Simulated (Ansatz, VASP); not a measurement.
# Si3H4C3: VASP beside Ansatz

One calculation is typed for both programs; each brings its own data sets. How far apart do they land? The cell is taken from a series of runs on this material, whose earlier steps may have relaxed, scaled, displaced or heated it; both programs get it as it stands.

Main program and level: Ansatz 0.2.0; plane waves, with VASP 6.6.1 beside it; single point at HSE06.

### Step 1. The starting structure

The cell holds 10 atoms: 3 Si, 3 C and 4 H. Its edges and angles: a = 3.083 Å, b = 4.360 Å, c = 34.200 Å, α = 90.0°, β = 90.0°, γ = 90.0°. It derives from SiC. Vacuum lies along c.

Coordinates:

```xyz
10
Lattice="3.0830 0.0000 0.0000 0.0000 4.3600 0.0000 0.0000 0.0000 34.2000" Properties=species:S:1:pos:R:3
Si    0.0000    0.0191   15.5901
Si    1.5415    2.1962   17.1000
Si    0.0000    0.0191   18.6099
C     0.0000    3.2700   17.1000
C     1.5415    1.0663   15.6073
C     1.5415    1.0663   18.5927
H     0.0000    3.5229   14.3495
H     1.5415    1.6926   14.6932
H     0.0000    3.5229   19.8505
H     1.5415    1.6926   19.5068
```

### Step 2. VASP: single point, HSE06

With cell and atoms fixed, the geometry can't cause a difference; cores, projectors, grids and the points listed under the comparison can.

Lines of VASP's logs that name or quote its potential files are left out, and so is its time.

The run reads the wave functions of an earlier VASP run, which isn't shown here.

The input, INCAR:

```
SYSTEM = Si3H4C3
PREC = Accurate
ENCUT = 520
EDIFF = 1E-06
NELM = 100
ISMEAR = 0
SIGMA = 0.01
LREAL = .FALSE.
ALGO = Normal
LHFCALC = .TRUE.
AEXX = 0.25
GGA = PE
HFSCREEN = 0.208
LASPH = .TRUE.
NBANDS = 24
PRECFOCK = Fast
LORBIT = 11
LWAVE = .FALSE.
LCHARG = .FALSE.
KPAR = 2
NCORE = 4
ISIF = 2
LDIPOL = .TRUE.
IDIPOL = 3
DIPOL = 0.5 0.5 0.5
LVHAR = .TRUE.
```

The input, POSCAR:

```
Si3H4C3
1.0
    3.0829855660      0.0000000000      0.0000000000
    0.0000000000      4.3600000000      0.0000000000
    0.0000000000      0.0000000000     34.2000000000
Si C H
3 3 4
Direct
    0.0000000000      0.0043723488      0.4558500579
    0.5000000000      0.5037121265      0.5000000000
    0.0000000000      0.0043723488      0.5441499421
    0.0000000000      0.7500028211      0.5000000000
    0.5000000000      0.2445739916      0.4563536953
    0.5000000000      0.2445739916      0.5436463047
    0.0000000000      0.8080136711      0.4195746327
    0.5000000000      0.3882145997      0.4296265079
    0.0000000000      0.8080136711      0.5804253673
    0.5000000000      0.3882145997      0.5703734921
```

The input, KPOINTS:

```
Automatic mesh
0
Gamma
6 4 1
0 0 0
```

Potentials, in the order of the species: Si, C and H (PBE family, release 64).

Started as:

```
> mpirun -np 8 vasp_std
```

Numbers of over 12 decimals in the logs are rounded to 6 here.

What it wrote:

```text
[banner, memory and clock lines left out]
running    8 mpi-ranks, on    1 nodes
 distrk:  each k-point on    4 cores,    2 groups
 distr:  one band on    4 cores,    1 groups

 POSCAR found type information on POSCAR SiC H
 POSCAR found :  3 types and      10 ions
 LDA part: xc-table for (Slater+PW92), standard interpolation
 found WAVECAR, reading the header
 POSCAR, INCAR and KPOINTS ok, starting setup
 FFT: planning ... GRIDC
 FFT: planning ... GRID_SOFT
 FFT: planning ... GRID
 reading WAVECAR
 the WAVECAR file was read successfully
 initial charge from wavefunction
 entering main loop
       N       E                     dE             d eps       ncg     rms          rms(c)
DAV:   1    -0.680368033694E+02   -0.68037E+02   -0.96894E-01   752   0.565E+00    0.473E+00
DAV:   2    -0.680436221700E+02   -0.68188E-02   -0.29022E-02   832   0.896E-01    0.336E+00
DAV:   3    -0.680421450822E+02    0.14771E-02   -0.10216E-03   856   0.174E-01    0.199E+00
DAV:   4    -0.680416131488E+02    0.53193E-03   -0.30684E-04   768   0.885E-02    0.115E+00
DAV:   5    -0.680414386061E+02    0.17454E-03   -0.84513E-05   792   0.473E-02    0.656E-01
DAV:   6    -0.680413751403E+02    0.63466E-04   -0.20999E-05   776   0.260E-02    0.374E-01
DAV:   7    -0.680413507871E+02    0.24353E-04   -0.68443E-06   776   0.160E-02    0.214E-01
DAV:   8    -0.680413412409E+02    0.95462E-05   -0.27099E-06   688   0.102E-02    0.123E-01
DAV:   9    -0.680413378786E+02    0.33623E-05   -0.12741E-06   632   0.698E-03    0.704E-02
DAV:  10    -0.680413373289E+02    0.54974E-06   -0.63827E-07   624   0.483E-03
   1 F= -.68041337E+02 E0= -.68041337E+02  d E =-.290719E-37
```

OUTCAR, selected parts (step 2):

```text
ion  position               nearest neighbor table
   1  0.000  0.004  0.456-   7 1.51   5 1.86   5 1.86   4 1.87   3 3.02   2 3.07   2 3.07   2 3.07
                             2 3.07
   2  0.500  0.504  0.500-   5 1.87   6 1.87   4 1.88   4 1.88   1 3.07   1 3.07   3 3.07   3 3.07
                             3 3.07   3 3.07   1 3.07   1 3.07
   3  0.000  0.004  0.544-   9 1.51   6 1.86   6 1.86   4 1.87   1 3.02   2 3.07   2 3.07   2 3.07
                             2 3.07
   4  0.000  0.750  0.500-   1 1.87   3 1.87   2 1.88   2 1.88
   5  0.500  0.245  0.456-   8 1.11   1 1.86   1 1.86   2 1.87
   6  0.500  0.245  0.544-  10 1.11   3 1.86   3 1.86   2 1.87
   7  0.000  0.808  0.420-   1 1.51
   8  0.500  0.388  0.430-   5 1.11
   9  0.000  0.808  0.580-   3 1.51
  10  0.500  0.388  0.570-   6 1.11

  LATTYP: Found a simple orthorhombic cell.
 ALAT       =     3.0829855660
 B/A-ratio  =     1.4142135624
 C/A-ratio  =    11.0931430809

 Subroutine GETGRP returns: Found  4 space group operations
 (whereof  4 operations were pure point group operations)

The static configuration has the point symmetry C_2v.

 Found     12 irreducible k-points:

   k-points           NKPTS =     12   k-points in BZ     NKDIM =     24   number of bands    NBANDS=     24

   dimension x,y,z NGX =    24 NGY =   32 NGZ =  256
   dimension x,y,z NGXF=    48 NGYF=   64 NGZF=  512

   ENCUT  =  520.0 eV  38.22 Ry    6.18 a.u.   5.73  8.11 63.59*2*pi/ulx,y,z

   NELECT =      28.0000    total number of electrons

 k-points in reciprocal lattice and weights: Automatic mesh
   0.00000000  0.00000000  0.00000000       0.042
   0.16666667  0.00000000  0.00000000       0.083
   0.33333333  0.00000000  0.00000000       0.083
   0.50000000  0.00000000  0.00000000       0.042
   0.00000000  0.25000000  0.00000000       0.083
   0.16666667  0.25000000  0.00000000       0.167
   0.33333333  0.25000000  0.00000000       0.167
   0.50000000  0.25000000  0.00000000       0.083
   0.00000000  0.50000000  0.00000000       0.042
   0.16666667  0.50000000  0.00000000       0.083
   0.33333333  0.50000000  0.00000000       0.083
   0.50000000  0.50000000  0.00000000       0.042

  exchange ACFDT corr.  =         0.00000000  see jH, gK, PRB 81, 115126

 dipolmoment           0.000000      0.000000     -0.000000 electrons x Angstroem

 average (electrostatic) potential at core
       1 -87.7350       2 -87.8293       3 -87.7350       4 -52.1905       5 -52.2351
       6 -52.2351       7 -34.4465       8 -36.2347       9 -34.4465      10 -36.2347

 E-fermi :  -3.9524

 k-point     1 :       0.0000    0.0000    0.0000
  band No.  band energies     occupation
    ...
     10      -6.7213      2.00000
     11      -5.1364      2.00000
     12      -5.1272      2.00000
     13      -4.9317      2.00000
     14      -4.0408      2.00000
     15      -0.1490      0.00000
     16       1.1898      0.00000
     17       1.3254      0.00000
     18       1.8383      0.00000
     19       2.0369      0.00000
    ...

 k-point     2 :       0.1667    0.0000    0.0000
  band No.  band energies     occupation
    ...
     10      -7.8408      2.00000
     11      -6.3905      2.00000
     12      -5.5104      2.00000
     13      -5.2370      2.00000
     14      -4.9788      2.00000
     15       0.7120      0.00000
     16       1.7346      0.00000
     17       2.1251      0.00000
     18       2.3271      0.00000
     19       2.4291      0.00000
    ...

 k-point     3 :       0.3333    0.0000    0.0000
  band No.  band energies     occupation
    ...
     10      -7.4782      2.00000
     11      -7.0903      2.00000
     12      -6.9786      2.00000
     13      -6.3734      2.00000
     14      -5.3598      2.00000
     15       0.6959      0.00000
     16       0.9714      0.00000
     17       2.3039      0.00000
     18       2.8472      0.00000
     19       3.0070      0.00000
    ...

  Total        1.2473576      1.1880447     -0.1895567      0.0000000      0.0000000      0.0000000
  in kB        4.3472785      4.1405619     -0.6606412      0.0000000      0.0000000      0.0000000
  external PRESSURE =       2.6090664 kB  Pullay stress =       0.0000000 kB

  energy-cutoff  :      520.00
  volume of cell :      459.71
      direct lattice vectors                 reciprocal lattice vectors
     3.082985566  0.000000000  0.000000000     0.324360909  0.000000000  0.000000000
     0.000000000  4.360000000  0.000000000     0.000000000  0.229357798  0.000000000
     0.000000000  0.000000000 34.200000000     0.000000000  0.000000000  0.029239766

 POSITION                                       TOTAL-FORCE (eV/Angst)
 -----------------------------------------------------------------------------------
      0.00000      0.01906     15.59007         0.000000     -0.149432     -0.314766
      1.54149      2.19618     17.10000         0.000000     -0.004166      0.000000
      0.00000      0.01906     18.60993         0.000000     -0.149432      0.314766
      0.00000      3.27001     17.10000         0.000000     -0.027417      0.000000
      1.54149      1.06634     15.60730         0.000000      0.197465     -0.348468
      1.54149      1.06634     18.59270         0.000000      0.197465      0.348468
      0.00000      3.52294     14.34945         0.000000      0.187382      0.172385
      1.54149      1.69262     14.69323         0.000000     -0.219623      0.247005
      0.00000      3.52294     19.85055         0.000000      0.187382     -0.172385
      1.54149      1.69262     19.50677         0.000000     -0.219623     -0.247005
 -----------------------------------------------------------------------------------
    total drift:                               -0.000000      0.000337     -0.000003

  FREE ENERGIE OF THE ION-ELECTRON SYSTEM (eV)
  ---------------------------------------------------
  free  energy   TOTEN  =       -68.0413373289 eV

  energy  without entropy=      -68.0413373289  energy(sigma->0) =      -68.04133733

 vacuum level on the upper side and lower side of the slab         1.920         1.920

 total charge
# of ion       s       p       d       tot
------------------------------------------
    1        0.728   1.017   0.000   1.745
    2        0.722   1.005   0.000   1.727
    3        0.728   1.017   0.000   1.745
    4        0.839   1.726   0.000   2.565
    5        0.841   1.754   0.000   2.595
    6        0.841   1.754   0.000   2.595
    7        0.583   0.013   0.000   0.595
    8        0.612   0.047   0.000   0.659
    9        0.583   0.013   0.000   0.595
   10        0.612   0.047   0.000   0.659
--------------------------------------------------
tot          7.090   8.393   0.000  15.482

[... 3 further parts left out ...]
```

(Continued in part 2 of 2.)

[Lines on the potential files, build, host, timing and source positions are cut from VASP's logs without a mark.]

[Logs are printed without paths, hosts, clocks, repeated set-up lines and the standing remarks that a program may print on its own settings, such as how far it seeks lower states.]

[Hosts, paths, dates, database ids (printed as entryN), source tags and the programs' standing remarks are cut or masked in the printed files.]
